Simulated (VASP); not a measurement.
Output of a VASP run:

OSZICAR:
```
       N       E                     dE             d eps       ncg     rms          rms(c)
DAV:   1     0.110646956478E+03    0.11065E+03   -0.97539E+03  2080   0.137E+03
DAV:   2    -0.184442762406E+02   -0.12909E+03   -0.12503E+03  2423   0.333E+02
DAV:   3    -0.237800782965E+02   -0.53358E+01   -0.53026E+01  3447   0.581E+01
DAV:   4    -0.238938258056E+02   -0.11375E+00   -0.11371E+00  2650   0.781E+00
DAV:   5    -0.238960811739E+02   -0.22554E-02   -0.22553E-02  3251   0.914E-01    0.192E+01
DAV:   6    -0.213317997904E+02    0.25643E+01   -0.78528E+00  2558   0.190E+01    0.756E+00
DAV:   7    -0.213114135344E+02    0.20386E-01   -0.83972E-01  3165   0.584E+00    0.279E+00
DAV:   8    -0.213131705893E+02   -0.17571E-02   -0.88271E-02  2515   0.273E+00    0.720E-01
DAV:   9    -0.213106076648E+02    0.25629E-02   -0.16628E-02  2716   0.102E+00    0.143E-01
DAV:  10    -0.213105890238E+02    0.18641E-04   -0.95289E-04  2716   0.283E-01    0.415E-02
DAV:  11    -0.213106054355E+02   -0.16412E-04   -0.36787E-05  2653   0.724E-02    0.122E-02
DAV:  12    -0.213106053285E+02    0.10697E-06   -0.26954E-06  2631   0.160E-02    0.338E-03
DAV:  13    -0.213106053038E+02    0.24661E-07   -0.20629E-07  2247   0.422E-03
   1 F= -.21310605E+02 E0= -.21310625E+02  d E =-.213106E+02
       N       E                     dE             d eps       ncg     rms          rms(c)
DAV:   1    -0.213109729290E+02   -0.36760E-03   -0.19121E-02  2205   0.138E+00    0.974E-02
DAV:   2    -0.213107982063E+02    0.17472E-03   -0.44741E-04  2350   0.176E-01    0.534E-02
DAV:   3    -0.213107247605E+02    0.73446E-04   -0.20102E-04  2435   0.124E-01    0.103E-02
DAV:   4    -0.213107245397E+02    0.22081E-06   -0.41481E-06  2336   0.181E-02    0.510E-03
DAV:   5    -0.213107245109E+02    0.28792E-07   -0.19083E-07  2036   0.408E-03
   2 F= -.21310725E+02 E0= -.21310735E+02  d E =-.119207E-03
```

File OUTCAR:
```
------------------------ aborting loop because EDIFF is reached ----------------------------------------
  FORCE on cell =-STRESS in cart. coord.  units (eV):
  Direction    XX          YY          ZZ          XY          YZ          ZX
  --------------------------------------------------------------------------------------
  Total       -2.5650236     -2.5650244     -2.5660251      0.0000000      0.0000000      0.0000000
  in kB     -126.2164184   -126.2164578   -126.2656972      0.0000000      0.0000000      0.0000000
  external PRESSURE =    -126.2328578 kB  Pullay stress =       0.0000000 kB
  volume of cell :       32.56
      direct lattice vectors                 reciprocal lattice vectors
     1.612178026 -2.792374688  0.000000000     0.310139446 -0.179059065 -0.000000000
     1.612178026  2.792374688  0.000000000     0.310139446  0.179059065  0.000000000
     0.000000000 -0.000000000  3.616341300    -0.000000000  0.000000000  0.276522573
 POSITION                                       TOTAL-FORCE (eV/Angst)
 -----------------------------------------------------------------------------------
      3.22436     -0.00000      0.00000         0.000000     -0.000000      0.000000
      1.61218      0.93079      1.80817         0.000000     -0.000000     -0.000000
      1.61218     -0.93079      1.80817        -0.000000      0.000000     -0.000000
 -----------------------------------------------------------------------------------
    total drift:                               -0.000000     -0.000000     -0.000000
  FREE ENERGIE OF THE ION-ELECTRON SYSTEM (eV)
  ---------------------------------------------------
  free  energy   TOTEN  =       -21.3107245109 eV

  energy  without entropy=      -21.3107562891  energy(sigma->0) =      -21.31073510

 reached required accuracy - stopping structural energy minimisation
```
(Selected blocks of OUTCAR.)

File POSCAR:
```
ZrB2
1
    1.6134717590    -2.7946155400     0.0000000000
    1.6134717590     2.7946155400     0.0000000000
    0.0000000000     0.0000000000     3.6105441770
Zr B
1 2
Direct
  0.0000000000   0.0000000000   1.0000000000
  0.3333330000   0.6666670000   0.5000000000
  0.6666670000   0.3333330000   0.5000000000
```

Task: Reconstruct the remaining input files.

Result: One answer among several that fit: the input of the run itself, optB86b-vdW, plane waves, VASP's PBE PAW potentials (set 64).

INCAR:
```
SYSTEM=ZrB2
PREC=Accurate; ENCUT=520; LREAL=.False.
LASPH=.True.
EDIFF=1E-7; NELM=100; ALGO=Normal
LMAXMIX=4
ISMEAR=1; SIGMA=0.1
GGA=MK; LUSE_VDW=.True.; AGGAC=0.0
PARAM1=0.1234; PARAM2=1.0
IBRION=2; NSW=30; ISIF=4
EDIFFG=-0.01
LWAVE=.False.; LCHARG=.False.
```

KPOINTS:
```
Automatic mesh
0
Gamma
  11 11 9
```

POTCAR, in this order: Zr_sv B (PBE.64 set). Program: vasp_std.

The compound is ZrB2 in the AlB2 type structure. This cell is one point of a volume scan, at 1.06 of the reference volume. Symmetry was kept, so distortions that lower it aren't found.
